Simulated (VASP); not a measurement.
VASP input:

**KPOINTS**
```
Automatic mesh
0
Gamma
5 5 5
0 0 0
```

POSCAR:
```
CsCl
1
    4.2024000000     0.0000000000     0.0000000000
    0.0000000000     4.2024000000     0.0000000000
    0.0000000000     0.0000000000     4.2024000000
Cs Cl
1 1
Direct
  0.0000000000   0.0000000000   0.0000000000
  0.5000000000   0.5000000000   0.5000000000
```

**INCAR**
```
SYSTEM = CsCl
PREC = Accurate
ENCUT = 400
EDIFF = 1E-6
NELM = 100
ALGO = Normal
LREAL = .FALSE.
LASPH = .TRUE.
ISMEAR = 0
SIGMA = 0.05
GGA = PE
LMAXMIX = 4
LWAVE = .FALSE.
LCHARG = .FALSE.
ISIF = 2
LSORBIT = .TRUE.
MAGMOM = 0 0 0 0 0 0
GGA_COMPAT = .FALSE.
```

POTCAR, in this order: Cs_sv Cl (PBE.64 set). Program: vasp_std.

Does this input run properly? What does VASP do?

There is a fault: LSORBIT needs the non-collinear program vasp_ncl. VASP stops with an error: ERROR: Noncollinear calculations require that VASP is compiled without the flag -DNGXhalf and-DNGZhalf. You probably tried to run a noncollinear calculation (LNONCOLLINEAR=T) with the executable vasp_std. Use vasp_ncl instead! ----> I REFUSE TO CONTINUE WITH THIS SICK JOB ... BYE!!! <----

**standard output**
```
 POSCAR found type information on POSCAR CsCl
 POSCAR found :  2 types and       2 ions
 Reading from existing POTCAR

 -----------------------------------------------------------------------------
|                                                                             |
|     EEEEEEE  RRRRRR   RRRRRR   OOOOOOO  RRRRRR      ###     ###     ###     |
|     E        R     R  R     R  O     O  R     R     ###     ###     ###     |
|     E        R     R  R     R  O     O  R     R     ###     ###     ###     |
|     EEEEE    RRRRRR   RRRRRR   O     O  RRRRRR       #       #       #      |
|     E        R   R    R   R    O     O  R   R                               |
|     E        R    R   R    R   O     O  R    R      ###     ###     ###     |
|     EEEEEEE  R     R  R     R  OOOOOOO  R     R     ###     ###     ###     |
|                                                                             |
|     ERROR: Noncollinear calculations require that VASP is compiled          |
|     without the flag -DNGXhalf and-DNGZhalf.                                |
|     You probably tried to run a noncollinear calculation                    |
|     (LNONCOLLINEAR=T) with the executable vasp_std. Use vasp_ncl            |
|     instead!                                                                |
|                                                                             |
|       ---->  I REFUSE TO CONTINUE WITH THIS SICK JOB ... BYE!!! <----       |
|                                                                             |
 -----------------------------------------------------------------------------
```

To mend it, run vasp_ncl.

The mended run (PBE GGA with spin-orbit coupling, plane waves, VASP's PBE PAW potentials (set 64)) converges, and its OSZICAR ends with
```
   1 F= -.67042669E+01 E0= -.67042669E+01  d E =-.222825E-14  mag=     0.0000     0.0000     0.0000
```

The compound is CsCl in the CsCl type structure. The cell was not relaxed at this level.
